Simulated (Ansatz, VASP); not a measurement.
One calculation of Ti3As2, two programs

INCAR

```
PREC = Accurate
ENCUT = 520
EDIFF = 1E-6
ISMEAR = 0
SIGMA = 0.1
LREAL = F
LASPH = T
NELM = 100
ALGO = Normal
ISIF = 2
LWAVE = F
LCHARG = T
GGA = PE
LELF = T
LVHAR = T
NBANDS = 31
```

Contents of KPOINTS:

```
regular mesh
0
Gamma
  6 6 4
```

The input POSCAR:

```
Ti3As2
1.0
    3.9540967350      0.0000000000      0.0000000000
   -1.9770483675      3.4243482215      0.0000000000
    0.0000000000      0.0000000000      6.1519322299
Ti As
3 2
Direct
    0.0000000000      0.0000000000      0.0000000000
    0.3333333333      0.6666666667      0.6450000000
    0.6666666667      0.3333333333      0.3550000000
    0.3333333333      0.6666666667      0.2450000000
    0.6666666667      0.3333333333      0.7550000000
```

Input for Ansatz:

```yaml
crystal:
  lattice:
    - [3.954096735, 0.0, 0.0]
    - [-1.9770483675, 3.4243482215, 0.0]
    - [0.0, 0.0, 6.1519322299]
  atoms:
    - { symbol: Ti, position: [0.0, 0.0, 0.0] }
    - { symbol: Ti, position: [0.3333333333, 0.6666666667, 0.645] }
    - { symbol: Ti, position: [0.6666666667, 0.3333333333, 0.355] }
    - { symbol: As, position: [0.3333333333, 0.6666666667, 0.245] }
    - { symbol: As, position: [0.6666666667, 0.3333333333, 0.755] }
basis:
  ecutwfc: 420
kpoints:
  mp_grid: { grid: [6, 6, 4] }
hamiltonian:
  xc: pbe
scf:
  occupations: { method: gaussian, width: 0.1 }
  lower_state_search: "off"
output:
  forces: true
  stress: true
  eigenvalues: true
```

Alike in both runs: task single point; functional PBE; k mesh 6 × 6 × 4; occupations gaussian, width 0.1 eV; no spin polarisation.

```csv
,VASP,Ansatz
version,VASP 6.6.1,Ansatz 0.2.0
potentials or method,"VASP PAW PBE potentials, release 64 (Ti_sv, As)","scalar-relativistic, plane waves, PAW"
plane-wave cutoff (eV),520,420
valence electrons in the cell,46,66
```

|  | VASP | Ansatz | Ansatz less VASP |
| --- | --- | --- | --- |
| gap on the k mesh at the Fermi level (eV) | none | none | - |
| pressure (GPa) | 13.9 | 13.7 | -0.26 |
| largest component of the traceless stress (GPa) | 1.46 | 1.49 | +0.025 |
| rms of the force components (eV/Å) | 0.902 | 0.896 | -0.0067 |

Atom by atom the forces differ by 0.007 eV/Å (rms over components). A gap of «none» marks a metal or a gap that the smearing closes. The two sets of potentials don't hold the same shells in valence.

Caveats: forces of over 1 eV/Å show positions far from the minimum, so gaps and moduli don't describe the material at rest.
